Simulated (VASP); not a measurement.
VASP input:

**INCAR**
```
ENCUT = 300
ISIF = 2
LCHARG = .False.
LREAL = .False.   ! projection in real space or not
ISPIN = 2   ! spin-polarised
LASPH = .True.
LORBIT = 11   ! lm-projected
ALGO = Normal
NELM = 100   ! most electronic steps
SYSTEM = MnS
LMAXMIX = 4
MAGMOM = 0.0 4.0
LWAVE = .False.
PREC = Accurate
SIGMA = 0.272   ! width (eV)
ISMEAR = 0
EDIFF = 1E-04   ! SCF stop (eV)
```

**POSCAR**
```
MnS
1
    0.0000000000     2.4975160000     2.4975160000
    2.4975160000     0.0000000000     2.4975160000
    2.4975160000     2.4975160000     0.0000000000
S Mn
1 1
Direct
  0.0000000000   0.0000000000   0.0000000000
  0.5000000000   0.5000000000   0.5000000000
```

File KPOINTS:
```
Automatic
0
Gamma
  11 11 11
0 0 0
```

POTCAR, in this order: S Mn_pv (LDA.64 set). Program: vasp_std.

Translate this LDA calculation to Ansatz.

One equivalent input (not run):
Ansatz 0.2 input:
```yaml
crystal:
  lattice:
    - [0.0000000, 2.4975160, 2.4975160]
    - [2.4975160, 0.0000000, 2.4975160]
    - [2.4975160, 2.4975160, 0.0000000]
  atoms:
    - { symbol: S, position: [0.0000000, 0.0000000, 0.0000000] }
    - { symbol: Mn, position: [0.5000000, 0.5000000, 0.5000000], spin: 4 }
kpoints:
  mp_grid: { grid: [11, 11, 11] }
hamiltonian:
  xc: lda
  pseudopotentials: { kind: paw }
magnetization: { spin_polarized: true }
scf:
  occupations: { method: gaussian, width: 0.272 }
  max_iter: 100
output: { forces: true, stress: true, eigenvalues: true }
```
Limits of the translation: each code has its own PAW files, so the cut-off isn't converted (ENCUT is set for VASP's; basis.ecutwfc is left out, and Ansatz then takes the one that its files recommend); Ansatz stops its SCF on the density residual and VASP on the energy change (EDIFF); Ansatz's lda is the Perdew-Wang form, while the LDA potentials of VASP carry Perdew-Zunger's.

The structure was generated: MnS was put into an ordered model structure, which need not be its known phase. The cell was not relaxed at this level. The run is one of a series of settings (EDIFF = 1E-04 against the base run), some of them coarse on purpose.
